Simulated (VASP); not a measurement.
All values below come from r2SCAN meta-GGA, VASP's PBE PAW potentials (set 64) (plane waves; VASP).

VASP ran on this input.

### KPOINTS_OPT
```
k-points along high-symmetry lines
6
Line-mode
Reciprocal
  0.000000   0.000000   0.000000 ! GAMMA
  0.500000   0.000000   0.000000 ! M

  0.500000   0.000000   0.000000 ! M
  0.333333   0.333333   0.000000 ! K

  0.333333   0.333333   0.000000 ! K
  0.000000   0.000000   0.000000 ! GAMMA

  0.000000   0.000000   0.000000 ! GAMMA
  0.000000   0.000000   0.500000 ! A

  0.000000   0.000000   0.500000 ! A
  0.500000   0.000000   0.500000 ! L

  0.500000   0.000000   0.500000 ! L
  0.333333   0.333333   0.500000 ! H

  0.333333   0.333333   0.500000 ! H
  0.000000   0.000000   0.500000 ! A

  0.500000   0.000000   0.500000 ! L
  0.500000   0.000000   0.000000 ! M

  0.333333   0.333333   0.500000 ! H
  0.333333   0.333333   0.000000 ! K
```

KPOINTS:
```
Automatic mesh
0
Gamma
 9 9 12
0 0 0
```

INCAR:
```
ALGO=Normal   # blocked Davidson
MAGMOM=3.9 2*0.0
LASPH=T
LREAL=F
LCHARG=F
NELM=100   # most electronic steps
LORBIT=11   # lm-projected
LEFG=T
LMIXTAU=T
PREC=Accurate
ISPIN=2   # spin-polarised
SYSTEM=CrGe2
NEDOS=601
ENCUT=400   # plane-wave cut-off (eV)
ISIF=2   # forces and stress, cell fixed
ISMEAR=-5   # tetrahedra, Bloechl
LWAVE=F
LMAXMIX=4   # l cut-off of mixed one-centre charges
EDIFF=1E-7
METAGGA=R2SCAN
```

### POSCAR
```
CrGe2
1.0
  4.6202077780   0.0000000000   0.0000000000
 -2.3101038890   4.0012174014   0.0000000000
  0.0000000000   0.0000000000   2.7970000645
Cr Ge
1 2
Cartesian
  0.0000000000   0.0000000000   0.0000000000
 -0.0000023101   2.6674796013   1.3985000323
  2.3101061991   1.3337378001   1.3985000323
```

POTCAR, in this order: Cr_pv Ge_d (PBE.64 set). Program: vasp_std.

Q: What will the output report for the number of irreducible k-points (NKPTS), number of bands (NBANDS), largest plane-wave count, number of space-group operations, FFT grid (NGX, NGY, NGZ)?

A: 
```json
{
  "number of irreducible k-points (NKPTS)": "84",
  "number of bands (NBANDS)": "26",
  "largest_plane_wave_count": "954",
  "number_of_space_group_operations": "24",
  "FFT grid (NGX, NGY, NGZ)": "30 × 30 × 18"
}
```

The structure was generated: CrGe2 was put into the AlB2 type (P6/mmm), which need not be its known phase. It was relaxed first, which changed the volume by -38 %.
